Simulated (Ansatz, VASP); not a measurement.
As2Se in VASP and in Ansatz

Contents of INCAR:

```
PREC = Accurate ; ENCUT = 520
EDIFF = 1E-7 ; ISMEAR = 0
SIGMA = 0.05 ; LREAL = F
LASPH = T ; NELM = 80
ALGO = Normal ; ISIF = 2
LWAVE = F ; LCHARG = F
GGA = PS ; NBANDS = 25
```

File KPOINTS:

```
regular mesh
0
Gamma
  8 8 8
```

POSCAR

```
As2Se
1.0
   -3.5294180000      3.5294180000      2.6535710000
    3.5294180000     -3.5294180000      2.6535710000
    3.5294180000      3.5294180000     -2.6535710000
As Se
4 2
Direct
    0.8750000000      0.1250000000      0.7500000000
    0.3750000000      0.1250000000      0.2500000000
    0.8750000000      0.6250000000      0.7500000000
    0.8750000000      0.1250000000      0.2500000000
    0.5000000000      0.5000000000      0.0000000000
    0.2500000000      0.7500000000      0.5000000000
```

Input for Ansatz:

```yaml
crystal:
  lattice:
    - [-3.529418, 3.529418, 2.653571]
    - [3.529418, -3.529418, 2.653571]
    - [3.529418, 3.529418, -2.653571]
  atoms:
    - { symbol: As, position: [0.875, 0.125, 0.75] }
    - { symbol: As, position: [0.375, 0.125, 0.25] }
    - { symbol: As, position: [0.875, 0.625, 0.75] }
    - { symbol: As, position: [0.875, 0.125, 0.25] }
    - { symbol: Se, position: [0.5, 0.5, 0.0] }
    - { symbol: Se, position: [0.25, 0.75, 0.5] }
basis:
  ecutwfc: 420
kpoints:
  mp_grid: { grid: [8, 8, 8] }
hamiltonian:
  xc: pbesol
scf:
  occupations: { method: gaussian, width: 0.05 }
output:
  forces: true
  stress: true
  eigenvalues: true
```

Alike in both runs: task single point; functional PBEsol; k mesh 8 × 8 × 8; occupations gaussian, width 0.05 eV; no spin polarisation.

```csv
,VASP,Ansatz
version,VASP 6.6.1,Ansatz 0.2.0
potentials or method,"VASP PAW PBE potentials, release 64 (As, Se)","scalar-relativistic, plane waves, PAW"
plane-wave cutoff (eV),520,420
valence electrons in the cell,32,92
```

|  | VASP | Ansatz | Ansatz less VASP |
| --- | --- | --- | --- |
| gap on the k mesh at the Fermi level (eV) | none | none | - |
| pressure (GPa) | -3.3 | -3.5 | -0.16 |
| largest component of the traceless stress (GPa) | 0.61 | 0.65 | +0.044 |

A gap of «none» marks a metal or a gap that the smearing closes. The functional is the same, so the differences come from potentials, cutoffs and numerics. The two sets of potentials don't hold the same shells in valence.

Caveats: the PAW data sets were made with another functional, which shifts forces and pressure a little (VASP).
